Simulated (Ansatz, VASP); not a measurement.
# BeAgH3: VASP beside Ansatz, part 2 of 2

One calculation is typed for both programs; each brings its own data sets. How far apart do they land? The cell is generated by rule, not measured, and may not be a known phase. The cell is taken from a series of runs on this material, whose earlier steps may have relaxed, scaled, displaced or heated it; both programs get it as it stands.

VASP 6.6.1 and Ansatz 0.2.0.

So far: The structure; VASP: zone-centre phonons, PBEsol.

The structure was built from a prototype and need not be the compound's stable phase.

## (3) Ansatz: zone-centre phonons, PBEsol

Level of this step: Ansatz beside VASP: Kohn-Sham DFT, plane waves, PBEsol (Ansatz).

Ansatz runs on its default PAW (the set named soft_2) files.

The same cell, functional, mesh and smearing now go to Ansatz.

Input file input.yaml:

```yaml
crystal:
  lattice:
    - [3.3462488596, 0.0, 0.0]
    - [0.0, 3.3462488596, 0.0]
    - [0.0, 0.0, 3.3462488596]
  atoms:
    - { symbol: Ag, position: [0.5, 0.5, 0.5] }
    - { symbol: Be, position: [0.0, 0.0, 0.0] }
    - { symbol: H, position: [0.0, 0.0, 0.5] }
    - { symbol: H, position: [0.5, 0.0, 0.0] }
    - { symbol: H, position: [0.0, 0.5, 0.0] }
kpoints:
  mp_grid: { grid: [12, 12, 12] }
hamiltonian:
  xc: pbesol
scf:
  occupations: { method: methfessel_paxton, width: 0.2 }
output:
  eigenvalues: true
phonons:
  method: dfpt
  qmesh: [2, 2, 2]
  temperatures: { t_max: 1000, t_step: 50 }
  qpath:
    path:
      - [[0.0, 0.0, 0.0], [0.0, 0.5, 0.0], [0.5, 0.5, 0.0], [0.0, 0.0, 0.0], [0.5, 0.5, 0.5], [0.0, 0.5, 0.0]]
      - [[0.5, 0.5, 0.5], [0.5, 0.5, 0.0]]
    npoints: 10
basis:
  ecutwfc: 360
```

On the command line:

```bash
ansatz run input.yaml --threads 4 --pin off --max-ram 14336MiB --backend cpu --events-out ev --progress --plain --runs-dir out
```

Numbers of over 12 decimals in the logs are rounded to 6 here.

The program printed:

```text
Warning: basis.ecutwfc = 360 eV is below the records' recommended 420 eV, and the density's cutoff is lower with it unless basis.ecutrho_ratio is high enough to keep the records' density cutoff: compare with a run at a higher cutoff
Engine: ansatz 0.2.0, x86_64-unknown-linux-gnu
Pseudopotentials: kind: paw
Pseudopotential: Ag, paw, valence charge 19, recommended cutoff 420 eV (normal), Ag.paw.azcp
Pseudopotential: Be, paw, valence charge 2, recommended cutoff 420 eV (normal), Be.paw.azcp
Pseudopotential: H, paw, valence charge 1, recommended cutoff 420 eV (normal), H.paw.azcp
Functional definition: PBEsol
  exchange = pbesol_x
  correlation = pbesol_c
Crystal: 5 atoms, lattice volume = 37.469 Å³
Basis set: ecut = 360 eV, 587 PW (Γ), exchange–correlation on 48×48×48 points (8 copies of the dense FFT grid, shifted against one another)
Bands: 17, of which v1, the nominal top of the filled ones, is band 12 counted from 1 (11 counted from 0)
Symmetry: 48 space group operations
k-points: 84 of 1728
Non-local potential: Ag, projectors of the file, l = 0: 3, l = 1: 2, l = 2: 2, l = 3: 1
Non-local potential: Be, projectors of the file, l = 0: 2, l = 1: 2, l = 2: 1
Non-local potential: H, projectors of the file, l = 0: 2, l = 1: 1
PAW form: soft (Blöchl's): semilocal exchange-correlation on the pseudo side does not see the compensation charge
PAW frozen core: Ag, regenerated for the run's functional, and the local potential with it (the file was generated under x = pbe(κ = 0.804, μ = 0.219515), c = pbe(β = 0.066725))
PAW frozen core: Be, regenerated for the run's functional, and the local potential with it (the file was generated under x = pbe(κ = 0.804, μ = 0.219515), c = pbe(β = 0.066725))
PAW one-centre angular grid: Ag, 590 points (default); XC on 64 Gauss nodes
PAW one-centre angular grid: Be, 110 points (default); XC on 64 Gauss nodes
PAW one-centre angular grid: H, 110 points (default); XC on 64 Gauss nodes
Initial density: superposition of atomic densities (neutral atoms: chi_scale 0, normalization atom), corrected by the library's trained network
Initial wavefunctions: pseudopotential atomic-orbital guess
Functional: x = pbesol(κ = 0.804, μ = 0.123457), c = pbesol(β = 0.046)
SCF iter   1: F=—  HF=-7657.175339 eV  |F-HF|=—  |Δ(HF+E_count)|=         —  Δρ=2.52e-3  dr2=9.54e-4  ethr=1.77e-3  ⟨swp⟩=5.0  Hψ=7018  notcnv=0
preconditioner: auto → none  [metal: Δε(μ)=0.041 eV  Ē_g=10.223 eV  σ=0.200 eV  W_gap=0.17  n_scr=6 (ndim 8)  ℏωp=24.3 eV  f_vac=0.000  D(μ)=0.16/eV (n_scr^D=0)  sad-step TF]
SCF iter   2: F=—  HF=-7657.175252 eV  |F-HF|=—  |Δ(HF+E_count)|=   8.78e-5  S|Δr|=    0.00e0  Δρ=1.06e-3  dr2=1.22e-4  ethr=3.98e-6  ⟨swp⟩=2.4  Hψ=2987  notcnv=0
SCF iter   3: F=—  HF=-7657.175343 eV  |F-HF|=—  |Δ(HF+E_count)|=   9.18e-5  S|Δr|=    0.00e0  Δρ=4.22e-4  dr2=2.82e-5  ethr=5.07e-7  ⟨swp⟩=2.5  Hψ=1998  notcnv=0
SCF iter   4: F=—  HF=-7657.175349 eV  |F-HF|=—  |Δ(HF+E_count)|=   5.25e-6  S|Δr|=    0.00e0  Δρ=7.72e-5  dr2=1.89e-6  ethr=1.18e-7  ⟨swp⟩=2.8  Hψ=2334  notcnv=0
SCF iter   5: F=—  HF=-7657.175349 eV  |F-HF|=—  |Δ(HF+E_count)|=   6.97e-8  S|Δr|=    0.00e0  Δρ=1.50e-5  dr2=4.08e-8  ethr=7.88e-9  ⟨swp⟩=2.3  Hψ=2005  notcnv=0
SCF iter   6: F=—  HF=-7657.175349 eV  |F-HF|=—  |Δ(HF+E_count)|=   2.89e-8  S|Δr|=    0.00e0  Δρ=1.02e-6  dr2=2.72e-10  ethr=1.70e-10  ⟨swp⟩=2.0  Hψ=2287  notcnv=0
SCF iter   7: F=-7657.175349 eV  HF=-7657.175349 eV  |F-HF|=3.64e-12  |Δ(HF+E_count)|=  3.73e-11  S|Δr|=    0.00e0  Δρ=1.04e-7  dr2=3.66e-12  ethr=1.00e-12  ⟨swp⟩=4.7  Hψ=6473  notcnv=0
SCF 1 converged in 7 iterations: F = -7657.175349 eV  dr2 = 3.66e-12
  greatest PAW one-centre occupation: 1.001 electrons in one spin orbital (limit 2), on the Ag atom at site 0 (counted from 0), in its partial waves of l = 0
Initial density: read from a saved state, or passed on in memory by an earlier SCF of this step, an earlier step, the calling program or the single point that the run made first
iter 1 solved again at ethr=3.82e-8 eV; its pass at ethr=3.10e-3 eV (dr2=9.17e-6 eV) is discarded
SCF iter   1: F=—  HF=-7657.175342 eV  |F-HF|=—  |Δ(HF+E_count)|=         —  Δρ=1.59e-7  dr2=6.95e-12  ethr=3.82e-8  ⟨swp⟩=3.0  Hψ=10530  notcnv=0
eigensolver tolerance schedule: the retry pair's looser diagonalisation over-reported the residual by 1320023.99 of it (diagonalisation noise at an unbounded share of the residual, at the tolerance the schedule requests for it); recorded, not acted on — ethr = c·dr2/N_el stays at c = 1.0e-1
preconditioner: auto → none  [metal: Δε(μ)=0.041 eV  Ē_g=10.233 eV  σ=0.200 eV  W_gap=0.17  n_scr=6 (ndim 8)  ℏωp=24.3 eV  f_vac=0.000  D(μ)=0.16/eV (n_scr^D=0)]
SCF iter   2: F=—  HF=-7657.175349 eV  |F-HF|=—  |Δ(HF+E_count)|=   6.30e-6  S|Δr|=    0.00e0  Δρ=1.31e-7  dr2=4.19e-12  ethr=1.00e-12  ⟨swp⟩=5.2  Hψ=5268  notcnv=0
SCF iter   3: F=-7657.175349 eV  HF=-7657.175349 eV  |F-HF|=9.09e-13  |Δ(HF+E_count)|=  9.09e-13  S|Δr|=    0.00e0  Δρ=6.55e-8  dr2=6.07e-13  ethr=1.00e-12  ⟨swp⟩=1.0  Hψ=3206  notcnv=0
SCF 2 converged in 3 iterations: F = -7657.175349 eV  dr2 = 6.07e-13
phonons: the bands overlap, so this run is a metal and interpolates without the dipole-dipole term. If the crystal is really an insulator or semiconductor, its LO-TO splitting is missing
NSCF: frozen V_eff on 84 k-points
NSCF: frozen V_eff on 343 k-points
DFPT response loops at q = (0, 0, 0) (fractional): preconditioner auto → Kerker (q_TF=auto, 2.533 Å⁻¹) (partly filled bands, converged f_vac=0.000); β = 1.00, the filter's whole step (`scf.mixing.beta` (0.50) is not read by the response loops under this deck's `scf.mixing.preconditioner`; to damp them name `kerker` or `kerker_dos`, under which they read `scf.mixing.beta`, and type it under 1.00, their step now; both keys bind the ground state too); Broyden in place of MSR1
NSCF: frozen V_eff on 686 k-points
DFPT response loops at q = (0, 0, -0.5) (fractional): mixed as the last ones told, above
NSCF: frozen V_eff on 686 k-points
DFPT response loops at q = (0, -0.5, -0.5) (fractional): mixed as the last ones told, above
NSCF: frozen V_eff on 686 k-points
DFPT response loops at q = (-0.5, -0.5, -0.5) (fractional): mixed as the last ones told, above
SCF converged after 7 iterations
Stability not checked: this state was not tested for a lower state beside it, because cold or Methfessel-Paxton smearing, or corrected tetrahedra, fill the levels in a way that the test cannot read (fill_not_monotonic; see scf.lower_state_search)
Free energy (F): -7657.175349 eV
Harris-Foulkes:  -7657.175349 eV  (|F-HF|=3.64e-12)
Internal energy: -7657.175454 eV  (E = F + TS)
E sigma→0 (E₀):  -7657.175375 eV
Entropy (-TS):   0.000105 eV (0.021 meV/atom)
Fermi energy:    10.663888 eV
--- Per-component energies (eV) ---
  E_band       = -343.789067
  E_kinetic    = 587.817869
  E_local      = -3050.079708  (includes V_loc(G=0)·N_el)
  E_nonlocal   = 94.058102
  E_hartree    = 1364.861539
  E_xc         = -227.941390
  E_vxc        = -287.308214  (∫ρ·V_xc dr)
  E_paw        = -3895.654500  (= ΣΔE_a)
  E_vpaw       = -417.995783  (= ΣTr[D̂ρ^β])
  E_aug_tail   = -0.004280  (compensation charges beyond the density's cutoff)
  E_ewald      = -2530.565356
  E_core_change = 0.332270  (= ΣΔE_core)
  E_smearing   = 0.000105  (= −TS)
  E_closure    = -0.000000  (closes the sum)
  Σ components = -7657.175349   (vs F -7657.175349, Δ=0.00e0)
--- Band table (eV; the first three rows and the last of 84) ---
  k-point 0: bands = [... 8 lower, 6.2792, 6.2792, 10.8357, 10.8357, 12.2911, 12.2911, 12.2911, 16.3526, ... 1 higher]
  k-point 1: bands = [... 8 lower, 6.2332, 6.2823, 9.9629, 10.7653, 12.4226, 12.4226, 13.1038, 16.6025, ... 1 higher]
  k-point 2: bands = [... 8 lower, 6.1134, 6.2910, 8.7659, 10.5681, 12.7969, 12.7969, 14.0361, 17.4551, ... 1 higher]
  k-point 83: bands = [... 8 lower, 6.6954, 9.0321, 9.0321, 9.0321, 10.4514, 12.2284, 12.2284, 12.2284, ... 1 higher]
--- Phonons (Γ-DFPT): 4 representative perturbations + reference (Σ response iterations 13) ---
  ASR residual: 6.178e-5 → 0.000e0 eV/Å²; symmetrization residual: 7.848e-7 eV/Å²
  ASR residual per site (eV/Å²): 6.18e-5 3.86e-5 2.85e-5 2.85e-5 2.85e-5
  Γ frequencies (cm⁻¹): -469.87 -469.87 -469.87 0.00 0.00 0.00 60.98 60.98 60.98 684.29 684.29 684.29 1056.12 1056.12 1056.12
--- Phonons (arbitrary-q DFPT): 4 irreducible q on the 2×2×2 mesh ---
  q = [0.0000, 0.0000, 0.0000] (star 1, of the zone-centre solve; hermiticity 8.13e-7, symmetrization 8.77e-12): -469.87 -469.87 -469.87 -0.00 -0.00 0.00 60.98 60.98 60.98 684.29 684.29 684.29 1056.12 1056.12 1056.12
  q = [0.0000, 0.0000, -0.5000] (star 3, 9 solved perturbations in 2646 linear systems a pass and spin channel, the states on 343 of 1728 k-point pairs; hermiticity 3.58e-7, symmetrization 3.58e-13): -136.87 -136.87 -74.05 -74.05 41.35 234.37 234.37 275.05 618.79 618.79 711.37 903.61 1003.35 1003.35 1224.85
  q = [0.0000, -0.5000, -0.5000] (star 3, 9 solved perturbations in 2646 linear systems a pass and spin channel, the states on 343 of 1728 k-point pairs; hermiticity 6.26e-7, symmetrization 1.79e-12): -894.82 -183.66 -80.20 -69.71 -69.71 93.92 342.82 342.82 623.42 623.42 834.18 834.18 885.75 947.54 1456.15
  q = [-0.5000, -0.5000, -0.5000] (star 1, 4 solved perturbations in 931 linear systems a pass and spin channel, the states on 343 of 1728 k-point pairs; hermiticity 2.78e-7, symmetrization 1.08e-12): -773.77 -773.77 -773.77 -95.76 -95.76 -70.02 -70.02 -70.02 471.30 471.30 471.30 997.94 997.94 997.94 1566.02
  sum rule: each row above includes the acoustic sum rule's correction from the zone centre's row sums; it moved no ω² by more than (2.78 cm⁻¹)²
  mesh force constants: q→R imaginary residual 1.59e-17; ASR residual 6.178e-5 → 0.000e0 eV/Å²; symmetrization residual 3.109e-15 eV/Å²
  interpolated dispersion: 62 rows × 15 modes
  density of states and harmonic sums: on the 18×18×18 q-mesh, interpolated from the force constants of a 2×2×2 supercell (no non-analytic term)
  largest difference from the sums on the solved wave vectors: F 2.11e-2 eV, S 4.06e-5 and C_V 3.77e-5 eV/K
  zero-point energy: 0.404558 eV/cell   skipped modes (ω ≤ 0): 1088, of them read as no rigid motion or as one in doubt: 1085 (4.866e0 modes/cell left out, lowest -894.82 cm⁻¹)   left out of the sums: 3.24e-1 of the cell's modes: C_V's classical limit lies that fraction below 3 k_B per atom; for a crystal, a wire or a layer, F and S can be off by more, and a phonons.interpolated_qmesh denser along its periods is the remedy for the sampling
```

## (4) Side by side

Known differences besides the potentials themselves: VASP's run holds the zone centre alone; the data sets hold 24 valence electrons in Ansatz (on its default PAW (the set named soft_2) files) and 16 in VASP; the cutoff is 360 eV in Ansatz and 600 eV in VASP; Ansatz makes its cores anew for this functional, VASP keeps those of its PBE data sets; Ansatz's log warns that its cutoff lies below the recommended one. Total energies have different zeros and are not compared.

Both answers:

| quantity | Ansatz | VASP | difference |
| --- | --- | --- | --- |
| optical mode 1 to 3 (imaginary, printed as negative) (cm⁻¹) | -469.9 | -451.2 | -18.6 |
| optical mode 4 to 6 (cm⁻¹) | 61.0 | 88.6 | -31.20 % |
| optical mode 7 to 9 (cm⁻¹) | 684.3 | 684.1 | +0.03 % |
| optical mode 10 to 12 (cm⁻¹) | 1056.1 | 1066.1 | -0.94 % |

Modes are paired by rising frequency, not by their patterns, so a pair may set unlike modes beside each other; they are those without the splitting of longitudinal modes.

## (5) Summary of results

```yaml
r_m_s_difference_of_the_optical_zone_centre_modes_each_program_s_sorted_by_frequency_zone_centre_phonons_pbesol: 17 cm⁻¹
difference_in_optical_mode_4_to_6_zone_centre_phonons_pbesol: -31.2 %
```

**Reading.** The r.m.s. difference of the optical zone-centre modes, each program's sorted by frequency is 17 cm⁻¹ (zone-centre phonons, PBEsol). The data sets hold unlike numbers of valence electrons (24 in Ansatz and 16 in VASP), so part of the differences comes from the potentials. Among the rows given in per cent, the largest difference of the zone-centre phonons, PBEsol pair is in optical mode 4 to 6, -31.2 %. Ansatz's own log doubts the convergence of its zone-centre phonons, PBEsol run, which may account for the difference. Such differences can come from data sets, numerical settings and the points named under the comparisons, not from the functional's error against experiment.

[Lines on the potential files, build, host, timing and source positions are cut from VASP's logs without a mark.]

[Logs are printed without paths, hosts, clocks, repeated set-up lines and the standing remarks that a program may print on its own settings, such as how far it seeks lower states.]

[Hosts, paths, dates, database ids (printed as entryN), source tags and the programs' standing remarks are cut or masked in the printed files.]
